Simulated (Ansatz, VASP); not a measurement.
# Cross-check of Al5Ga11As16 (Al0.3Ga0.7As, zinc blende alloy) between VASP and Ansatz, part 2 of 2

One calculation is typed for both programs; each brings its own data sets. How far apart do they land? The cell is invented: As first built, before any earlier steps moved the atoms (in the runner's words): 1x2x2 conventional cells of the GaAs type (32 atoms: 5 Al, 11 Ga, 16 As); Ga/Al share their sites, one random draw; start lattice by linear mixing of the end members' cells; atoms moved at random by 0.02 A. It may not be a known or stable phase. Of the first pair: The structure shown is the start of the Ansatz relaxation below; VASP solves that cell, so the two are compared at the walk's first step.

VASP 6.6.1 and Ansatz 0.2.0.

So far. Step 3 (VASP: single point, PBE, start cell, pair 1): The run ends at a pressure of 3.23 GPa, with forces up to 0.50 eV/Å.

## 4. Side by side

Known differences besides the potentials themselves: fixed occupations in Ansatz, narrow Gaussian smearing in VASP; the data sets hold 398 valence electrons in Ansatz (on its default PAW (the set named soft_2) files) and 238 in VASP; the cutoff is 420 eV in Ansatz and 400 eV in VASP (PREC = Accurate, projectors in real space). Total energies have different zeros and are not compared.

Forces on 8 of the 32 atoms, those with the largest forces and the largest differences (eV/Å; atoms numbered as in POSCAR):

| atom | Ansatz x, y, z | VASP x, y, z |
| --- | --- | --- |
| Al2 | -0.035, -0.073, 0.419 | -0.038, -0.072, 0.420 |
| Ga7 | -0.052, 0.399, 0.197 | -0.053, 0.401, 0.198 |
| Ga9 | 0.084, -0.229, -0.348 | 0.085, -0.231, -0.350 |
| As19 | -0.287, -0.359, -0.131 | -0.291, -0.358, -0.127 |
| As23 | 0.154, -0.151, -0.127 | 0.153, -0.153, -0.119 |
| As26 | -0.008, 0.106, -0.491 | -0.007, 0.105, -0.489 |
| As30 | 0.339, 0.337, -0.067 | 0.342, 0.343, -0.074 |
| As31 | 0.175, 0.007, -0.448 | 0.177, 0.006, -0.462 |

The forces differ by 2.8 meV/Å r.m.s., which is 1.4 % of the r.m.s. force of 0.198 eV/Å (both taken over all components).

## 5. Ansatz: relaxation, PBE

This run makes the geometry at which the two programs are then compared. The cell compared in this pair holds 756.79 Å³, against 723.68 Å³ for the pair before.

The structure compared here is the end of the Ansatz relaxation.

Contents of input.yaml:

```yaml
crystal:
  lattice:
    - [5.65583, 0.0, 0.0]
    - [0.0, 11.31166, 0.0]
    - [0.0, 0.0, 11.31166]
  atoms:
    - { symbol: Al, position: [0.00126, 0.25019, 0.74835] }
    - { symbol: Al, position: [0.9999, 0.75123, 0.24762] }
    - { symbol: Al, position: [0.49838, 0.49664, 0.24772] }
    - { symbol: Al, position: [0.99349, 0.49958, 0.49776] }
    - { symbol: Al, position: [0.50096, 0.75028, 0.49967] }
    - { symbol: Ga, position: [0.9911, 0.99905, 0.99991] }
    - { symbol: Ga, position: [0.0004, 0.24729, 0.24916] }
    - { symbol: Ga, position: [0.49654, 0.99857, 0.25188] }
    - { symbol: Ga, position: [0.49714, 0.24994, 0.00156] }
    - { symbol: Ga, position: [0.99794, 0.9998, 0.5002] }
    - { symbol: Ga, position: [0.50023, 0.99783, 0.75013] }
    - { symbol: Ga, position: [0.50481, 0.24726, 0.50152] }
    - { symbol: Ga, position: [0.00042, 0.49887, 0.00354] }
    - { symbol: Ga, position: [0.5027, 0.74788, 0.00013] }
    - { symbol: Ga, position: [0.00204, 0.74967, 0.75121] }
    - { symbol: Ga, position: [0.49976, 0.50118, 0.75254] }
    - { symbol: As, position: [0.24761, 0.12536, 0.37418] }
    - { symbol: As, position: [0.25045, 0.3729, 0.12398] }
    - { symbol: As, position: [0.74931, 0.12659, 0.12702] }
    - { symbol: As, position: [0.74532, 0.3736, 0.37614] }
    - { symbol: As, position: [0.24295, 0.12418, 0.87483] }
    - { symbol: As, position: [0.25445, 0.37622, 0.62442] }
    - { symbol: As, position: [0.7487, 0.12456, 0.62769] }
    - { symbol: As, position: [0.74849, 0.37446, 0.87562] }
    - { symbol: As, position: [0.24957, 0.62465, 0.37303] }
    - { symbol: As, position: [0.24996, 0.87422, 0.12706] }
    - { symbol: As, position: [0.75231, 0.62496, 0.12618] }
    - { symbol: As, position: [0.7488, 0.87686, 0.37499] }
    - { symbol: As, position: [0.25206, 0.62272, 0.87561] }
    - { symbol: As, position: [0.24403, 0.8714, 0.62446] }
    - { symbol: As, position: [0.74682, 0.62529, 0.62897] }
    - { symbol: As, position: [0.74706, 0.8739, 0.87536] }
kpoints:
  mp_grid: { grid: [3, 2, 2], shift: [0.0, 0.5, 0.5] }
hamiltonian:
  xc: pbe
scf:
  occupations: { method: fixed }
output:
  forces: true
  stress: true
relax:
  f_tol: 0.02
  max_steps: 45
  cell: { stress_tol: 0.1 }
```

The run is started by

```sh
ansatz run input.yaml --threads 8 --pin off --max-ram 15360MiB --backend cpu --events-out ev --progress --plain --runs-dir out
```

Numbers of over 12 decimals in the logs are rounded to 6 here.

The program printed:

```text
[...]
Crystal: 32 atoms, lattice volume = 723.684 Å³
Basis set: ecut = 420 eV, 14199 PW (Γ), exchange–correlation on 80×160×160 points (8 copies of the dense FFT grid, shifted against one another)
Bands: 239, of which v1, the nominal top of the filled ones, is band 199 counted from 1 (198 counted from 0)
Symmetry: 1 space group operations
[...]
- { symbol: As, position: [0.247659, 0.374456, 0.625290] }
    - { symbol: As, position: [0.749689, 0.124703, 0.625693] }
    - { symbol: As, position: [0.749494, 0.374093, 0.875041] }
[...]
- { symbol: As, position: [0.248694, 0.624303, 0.875377] }
    - { symbol: As, position: [0.249805, 0.873930, 0.624867] }
    - { symbol: As, position: [0.748992, 0.624281, 0.624653] }
    - { symbol: As, position: [0.748896, 0.874196, 0.875291] }
[key lines of the parts left out:]
SCF converged after 7 iterations
Free energy (F): -122011.437086 eV
Fermi energy:    7.005146 eV
P = ⅓ Tr σ = -0.0107 GPa (-0.107 kbar)
```

## 6. VASP: single point, PBE, relaxed cell, pair 2

The same cell, functional and mesh now go to VASP, with its own data sets.

Contents of INCAR:

```
SYSTEM = Al5Ga11As16
PREC = Accurate
ENCUT = 500
EDIFF = 1E-06
NELM = 120
ISMEAR = 0
SIGMA = 0.01
LREAL = Auto
ALGO = Normal
GGA = PE
NBANDS = 144
LORBIT = 11
LWAVE = .FALSE.
LCHARG = .FALSE.
ISIF = 2
ISYM = 0
LASPH = .TRUE.
GGA_COMPAT = .FALSE.
EFERMI = MIDGAP
KPAR = 4
```

Contents of POSCAR:

```
Al5Ga11As16
1.0
    5.7406350000      0.0008020000      0.0011060000
    0.0016040000     11.4813630000     -0.0011140000
    0.0022120000     -0.0011140000     11.4821440000
Al Ga As
5 11 16
Direct
    0.9994200000      0.2494800000      0.7502700000
    0.9992100000      0.7490800000      0.2504700000
    0.4986900000      0.4993700000      0.2506400000
    0.9993600000      0.4992900000      0.5003300000
    0.4988500000      0.7490400000      0.5001700000
    0.9991600000      0.9992800000      0.0003800000
    0.9988100000      0.2492400000      0.2504000000
    0.4988400000      0.9990500000      0.2504600000
    0.4987300000      0.2494400000      0.0004800000
    0.9984200000      0.9992400000      0.5003800000
    0.4987300000      0.9993100000      0.7503100000
    0.4991500000      0.2493400000      0.5004100000
    0.9983600000      0.4992600000      0.0004700000
    0.4990800000      0.7491800000      0.0003800000
    0.9990000000      0.7493200000      0.7501600000
    0.4990700000      0.4993800000      0.7503700000
    0.2489500000      0.1242900000      0.3754800000
    0.2495000000      0.3747400000      0.1258700000
    0.7486600000      0.1242800000      0.1255400000
    0.7489400000      0.3750000000      0.3754300000
    0.2482500000      0.1246800000      0.8751100000
    0.2476600000      0.3744600000      0.6252900000
    0.7496900000      0.1247000000      0.6256900000
    0.7494900000      0.3740900000      0.8750400000
    0.2486900000      0.6242700000      0.3754000000
    0.2480200000      0.8738500000      0.1257000000
    0.7487900000      0.6242600000      0.1262200000
    0.7490600000      0.8734800000      0.3754000000
    0.2486900000      0.6243000000      0.8753800000
    0.2498000000      0.8739300000      0.6248700000
    0.7489900000      0.6242800000      0.6246500000
    0.7489000000      0.8742000000      0.8752900000
```

Contents of KPOINTS:

```
Points of the shifted mesh
12
Reciprocal
 0.0000000000  0.2500000000  0.2500000000 1
 0.0000000000  0.2500000000  0.7500000000 1
 0.0000000000  0.7500000000  0.2500000000 1
 0.0000000000  0.7500000000  0.7500000000 1
 0.3333333333  0.2500000000  0.2500000000 1
 0.3333333333  0.2500000000  0.7500000000 1
 0.3333333333  0.7500000000  0.2500000000 1
 0.3333333333  0.7500000000  0.7500000000 1
 0.6666666667  0.2500000000  0.2500000000 1
 0.6666666667  0.2500000000  0.7500000000 1
 0.6666666667  0.7500000000  0.2500000000 1
 0.6666666667  0.7500000000  0.7500000000 1
```

Potentials, in the order of the species: Al, Ga_d and As (PBE family, release 64).

The run is started by

```sh
mpirun -np 4 vasp_std
```

The program printed:

```text
[banner, memory and clock lines left out]
running    4 mpi-ranks, on    1 nodes
[...]
|                                                                             |
|           W    W    AA    RRRRR   N    N  II  N    N   GGGG   !!!           |
|           W    W   A  A   R    R  NN   N  II  NN   N  G    G  !!!           |
|           W    W  A    A  R    R  N N  N  II  N N  N  G       !!!           |
|           W WW W  AAAAAA  RRRRR   N  N N  II  N  N N  G  GGG   !            |
|           WW  WW  A    A  R   R   N   NN  II  N   NN  G    G                |
|           W    W  A    A  R    R  N    N  II  N    N   GGGG   !!!           |
|                                                                             |
|     Inconsistent Bravais lattice types found for crystalline and            |
|     reciprocal lattice:                                                     |
|                                                                             |
|        Crystalline: triclinic                                               |
[...]
|                                                                             |
|     Suggested SOLUTIONS:                                                    |
|      ) Refine the lattice parameters of your structure,                     |
|      ) and/or try changing SYMPREC.                                         |
|                                                                             |

 LDA part: xc-table for (Slater+PW92), standard interpolation
 POSCAR, INCAR and KPOINTS ok, starting setup
[...]
entering main loop
       N       E                     dE             d eps       ncg     rms          rms(c)
DAV:   1     0.254027959227E+04    0.25403E+04   -0.91567E+04  3648   0.199E+03
DAV:   2     0.405912384751E+03   -0.21344E+04   -0.20680E+04  3744   0.577E+02
DAV:   3    -0.844351791069E+02   -0.49035E+03   -0.45406E+03  4304   0.197E+02
DAV:   4    -0.136957199630E+03   -0.52522E+02   -0.51450E+02  4264   0.604E+01
[...]
DAV:  15    -0.137890662011E+03   -0.79691E-05   -0.68443E-05  3968   0.549E-02    0.455E-03
DAV:  16    -0.137890663111E+03   -0.10997E-05   -0.11152E-05  3184   0.230E-02    0.307E-03
DAV:  17    -0.137890663661E+03   -0.55019E-06   -0.11539E-06  2256   0.243E-02
   1 F= -.13789066E+03 E0= -.13789066E+03  d E =0.000000E+00
```

Parts of OUTCAR (step 6):

```text
  Total        0.6893512      0.7030139      0.6994249     -0.0655767      0.0345639     -0.0869621
  in kB        1.4594015      1.4883262      1.4807281     -0.1388301      0.0731740     -0.1841045
  external PRESSURE =       1.4761519 kB  Pullay stress =       0.0000000 kB

 POSITION                                       TOTAL-FORCE (eV/Angst)
 -----------------------------------------------------------------------------------
      5.73937      2.86434      8.61554         0.003285      0.005785     -0.003174
      5.73786      8.60098      2.87620        -0.006090      0.003825      0.001200
      2.86415      5.73357      2.87788         0.007473      0.006720     -0.003216
      5.73887      5.73277      5.74541        -0.002735      0.008665     -0.005805
      2.86602      8.59984      5.74274         0.004886      0.002863     -0.000712
      5.73742     11.47390      0.00436        -0.001052     -0.002744      0.002607
      5.73476      2.86214      2.87596        -0.001416      0.003071      0.003007
      2.86581     11.47058      2.87526         0.001881      0.000722     -0.000693
      2.86343      2.86431      0.00579        -0.004091     -0.003075      0.000291
      5.73427     11.47288      5.74543         0.005097     -0.003341      0.001075
      2.86629     11.47300      8.61461        -0.002811     -0.003217     -0.001094
      2.86694      2.86261      5.74605        -0.000092     -0.001484     -0.001264
      5.73202      5.73299      0.00594         0.003806      0.000837      0.002888
      2.86624      8.60201      0.00408        -0.001313      0.001350      0.002742
[...]
-----------------------------------------------------------------------------------
    total drift:                                0.029433      0.046467     -0.027259

  FREE ENERGIE OF THE ION-ELECTRON SYSTEM (eV)
  ---------------------------------------------------
  free  energy   TOTEN  =      -137.8906636614 eV

  energy  without entropy=     -137.8906636614  energy(sigma->0) =     -137.89066366

[... 1 part as in an earlier step ...]

[... 2 further parts left out ...]
[key lines of the parts left out:]
E-fermi :   4.1681
```

The run ends at a pressure of 0.15 GPa, with forces up to 0.011 eV/Å.

## 7. Differences

What differs besides the data sets and the points named for the pairs above, as far as they apply: the data sets hold 398 valence electrons in Ansatz (on its default PAW (the set named soft_2) files) and 238 in VASP; the cutoff is 420 eV in Ansatz and 500 eV in VASP (PREC = Accurate, projectors in real space); Ansatz's pressure holds a Pulay correction, VASP's none. Total energies have different zeros and are not compared.

Compared:

| quantity | Ansatz | VASP | difference |
| --- | --- | --- | --- |
| pressure (GPa) | -0.01 | 0.15 | -0.16 |
| gap on the k mesh (eV) | 1.401 | 1.397 | +0.004 |

At this near-relaxed geometry the largest component of a force difference is 6 meV/Å. A gap on the mesh is an upper bound, since the band edges may lie between its points.

## 8. Results

| Quantity | Value |
| --- | --- |
| r.m.s. force difference (single point, PBE, start cell, pair 1) | 2.8 meV/Å |
| difference in gap on the k mesh (single point, PBE, relaxed cell, pair 2) | 0.0038 eV |

What this shows: The r.m.s. force difference is 2.8 meV/Å (single point, PBE, start cell, pair 1), within the 12 meV/Å picked in this series as the mark of a large difference. The data sets hold unlike numbers of valence electrons (398 in Ansatz and 238 in VASP), so part of the differences comes from the potentials. 1 further run of this series is not shown here. How closely two codes agree says nothing of how well the functional describes the real material.

[Lines on the potential files, build, host, timing and source positions are cut from VASP's logs without a mark.]

[Logs are printed without paths, hosts, clocks, repeated set-up lines and the standing remarks that a program may print on its own settings, such as how far it seeks lower states.]

[Hosts, paths, dates, database ids (printed as entryN), source tags and the programs' standing remarks are cut or masked in the printed files.]
